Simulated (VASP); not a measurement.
These are LDA (Ceperley-Alder, Perdew-Zunger), VASP's LDA PAW potentials (set 64) (plane waves; VASP) values and carry that method's errors.

Input for VASP

INCAR:
```
SYSTEM  =  Si2Au
PREC  =  Accurate; ENCUT  =  300; LREAL  =  .False.
LASPH  =  .True.
EDIFF  =  1E-6; NELM  =  100; ALGO  =  Normal
LMAXMIX  =  6
ISMEAR  =  -1; SIGMA  =  0.05
ISIF  =  2
LWAVE  =  .False.; LCHARG  =  .False.
```

File POSCAR:
```
Si2Au
4.6245620
 -0.3537643132   0.3537643132   0.8658532419
  0.3537643132  -0.3537643132   0.8658532419
  0.3537643132   0.3537643132  -0.8658532419
Au Si
1 2
Cart
  0.0000000000   0.0000000000   0.0000000000
  0.0000000000  -0.0000000000   0.5806411840
  0.0000000000  -0.0000000000   1.1510652998
```

**KPOINTS**
```
Automatic mesh
0
Gamma
11 11 11
0 0 0
```

POTCAR, in this order: Au Si (LDA.64 set). Program: vasp_std.

The run wrote:

OUTCAR:
```
 ion  position               nearest neighbor table
   1  0.000  0.000  0.000-   3 2.66   3 2.66   3 2.66   2 2.66   3 2.66   2 2.66   2 2.66   2 2.66
                             2 2.69   3 2.69
   2  0.335  0.335  0.000-   3 2.64   1 2.66   1 2.66   1 2.66   1 2.66   1 2.69   3 2.69   3 2.69
                             3 2.69   3 2.69
   3  0.665  0.665  0.000-   2 2.64   1 2.66   1 2.66   1 2.66   1 2.66   1 2.69   2 2.69   2 2.69
                             2 2.69   2 2.69
  LATTYP: Found a body centered tetragonal cell.
 ALAT       =     3.2720100000
 C/A-ratio  =     2.4475426420
 Subroutine PRICEL returns:
 Original cell was already a primitive cell.
 Subroutine GETGRP returns: Found 16 space group operations
The static configuration has the point symmetry D_4h.
The dynamic configuration has the point symmetry D_4h.
 Subroutine INISYM returns: Found 16 space group operations
 Subroutine IBZKPT returns following result:
 Found    126 irreducible k-points:

 Following reciprocal coordinates:
            Coordinates               Weight
  0.000000  0.000000  0.000000      1.000000
  0.090909  0.000000 -0.000000      8.000000
  0.181818  0.000000 -0.000000      8.000000
  0.272727  0.000000 -0.000000      8.000000
...
```

**OSZICAR**
```
       N       E                     dE             d eps       ncg     rms          rms(c)
DAV:   1     0.397640404348E+02    0.39764E+02   -0.61555E+03  3681   0.788E+02
DAV:   2    -0.148005861037E+02   -0.54565E+02   -0.52301E+02  3989   0.172E+02
DAV:   3    -0.161182361273E+02   -0.13177E+01   -0.13055E+01  3991   0.252E+01
DAV:   4    -0.161278079454E+02   -0.95718E-02   -0.95637E-02  3767   0.242E+00
DAV:   5    -0.161279019831E+02   -0.94038E-04   -0.94033E-04  4038   0.205E-01    0.152E+01
DAV:   6    -0.149056291827E+02    0.12223E+01   -0.82006E+00  3496   0.318E+01    0.127E+01
DAV:   7    -0.148040729963E+02    0.10156E+00   -0.56737E-01  3376   0.921E+00    0.658E+00
DAV:   8    -0.147814665482E+02    0.22606E-01   -0.68464E-02  3736   0.214E+00    0.579E-01
DAV:   9    -0.147767729812E+02    0.46936E-02   -0.14696E-02  3736   0.152E+00    0.224E-01
DAV:  10    -0.147767503543E+02    0.22627E-04   -0.14850E-03  3886   0.327E-01    0.105E-01
DAV:  11    -0.147767390204E+02    0.11334E-04   -0.48894E-05  3651   0.737E-02    0.251E-02
DAV:  12    -0.147767366407E+02    0.23798E-05   -0.40150E-06  3725   0.143E-02    0.121E-02
DAV:  13    -0.147767354714E+02    0.11693E-05   -0.36131E-06  3379   0.207E-02    0.213E-03
DAV:  14    -0.147767354910E+02   -0.19660E-07   -0.24087E-07  1768   0.437E-03
   1 F= -.14776735E+02 E0= -.14771223E+02  d E =-.110257E-01
```

OUTCAR:
```
------------------------ aborting loop because EDIFF is reached ----------------------------------------
  FORCE on cell =-STRESS in cart. coord.  units (eV):
  Direction    XX          YY          ZZ          XY          YZ          ZX
  --------------------------------------------------------------------------------------
  Total        5.1495588      5.1495588      4.1867755      0.0000000     -0.0000000      0.0000000
  in kB      192.4582222    192.4582222    156.4754190      0.0000000     -0.0000000      0.0000000
  external PRESSURE =     180.4639545 kB  Pullay stress =       0.0000000 kB
  volume of cell :       42.87
      direct lattice vectors                 reciprocal lattice vectors
    -1.636005000  1.636005000  4.004192000     0.000000000  0.305622538  0.124869137
     1.636005000 -1.636005000  4.004192000     0.305622538  0.000000000  0.124869137
     1.636005000  1.636005000 -4.004192000     0.305622538  0.305622538  0.000000000
 POSITION                                       TOTAL-FORCE (eV/Angst)
 -----------------------------------------------------------------------------------
      0.00000      0.00000      0.00000        -0.000000     -0.000000     -0.000000
      0.00000      0.00000      2.68521         0.000000      0.000000     -0.693256
      0.00000      0.00000      5.32317        -0.000000     -0.000000      0.693256
 -----------------------------------------------------------------------------------
    total drift:                               -0.000000      0.000000     -0.000000
  FREE ENERGIE OF THE ION-ELECTRON SYSTEM (eV)
  ---------------------------------------------------
  free  energy   TOTEN  =       -14.7767354910 eV

  energy  without entropy=      -14.7657097842  energy(sigma->0) =      -14.77122264
```
(Selected blocks of OUTCAR.)

### OUTCAR
```
 val. band max:       11.4482917458   @ k =  -0.1818   0.1818   0.0000

 cond. band min:      11.4766410227   @ k =   0.2727   0.1818  -0.0000


 Fermi energy:        11.4528164997

 k-point     1 :       0.0000    0.0000    0.0000
  band No.  band energies     occupation
      1      -2.7786      2.00000
      2       3.1909      2.00000
      3       4.6087      2.00000
      4       5.2850      2.00000
      5       5.2850      2.00000
      6       6.1644      2.00000
      7       6.8143      2.00000
      8      10.2800      2.00000
      9      12.9908      0.00000
     10      13.2285      0.00000
     11      13.2285      0.00000
     12      13.3867      0.00000
     13      13.3867      0.00000

 k-point     2 :       0.0909    0.0000   -0.0000
  band No.  band energies     occupation
      1      -2.6368      2.00000
      2       3.2272      2.00000
      3       4.6451      2.00000
      4       4.9618      2.00000
      5       5.3252      2.00000
      6       6.0558      2.00000
      7       7.0904      2.00000
      8      10.3428      2.00000
      9      11.3532      1.76008
     10      12.6316      0.00000
     11      12.9606      0.00000
     12      13.9460      0.00000
     13      13.9712      0.00000

 k-point     3 :       0.1818    0.0000   -0.0000
  band No.  band energies     occupation
      1      -2.2162      2.00000
      2       3.2728      2.00000
      3       4.4280      2.00000
      4       4.7630      2.00000
      5       5.4309      2.00000
      6       5.7906      2.00000
      7       7.3027      2.00000
      8       9.6326      2.00000
      9      10.5267      2.00000
     10      11.7357      0.00696
     11      12.8833      0.00000
     12      14.4461      0.00000
     13      14.9142      0.00000

 k-point     4 :       0.2727    0.0000   -0.0000
  band No.  band energies     occupation
      1      -1.5322      2.00000
      2       3.0866      2.00000
      3       4.1935      2.00000
...
```

At this cut-off the stress carries a Pulay error, which pulls relaxed volumes low. Unless said otherwise, spin-orbit coupling is left out, though it shifts the bands of the heavy elements here.

The structure was generated: Si2Au was put into an ordered model structure, which need not be its known phase. The cell was not relaxed at this level. The run is one of a series of settings (GGA removed, POTCAR Au Si (LDA.64 set) against the base run), some of them coarse on purpose. The electron count is odd and the run is not spin-polarised, which forces a metal.
